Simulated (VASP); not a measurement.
Given:

```
CELL_PARAMETERS angstrom
      3.92040     0.00000     0.00000
      0.00000     3.92040     0.00000
      0.00000     0.00000     3.92040
ATOMIC_POSITIONS crystal
  Sr 0.00000 0.00000 0.00000
  Ti 0.50000 0.50000 0.50000
  O  0.50000 0.00000 0.50000
  O  0.00000 0.50000 0.50000
  O  0.50000 0.50000 0.00000
```

All values below come from PBE GGA with D4 dispersion, VASP's PBE PAW potentials (set 64) (plane waves; VASP). Numerical set-up: 520 eV cut-off, Gaussian smearing of 0.050 eV, potentials Sr_sv Ti_sv O.

What does the run give for the band gap (along the path) with the smallest direct gap where there is one?

```json
{
  "band gap (along the path)": "1.83 eV",
  "smallest direct gap (along the path)": "2.20 eV"
}
```

The compound is SrTiO3 in the cubic perovskite structure, the ideal cubic form; the compound distorts at low or room temperature. It was relaxed first.
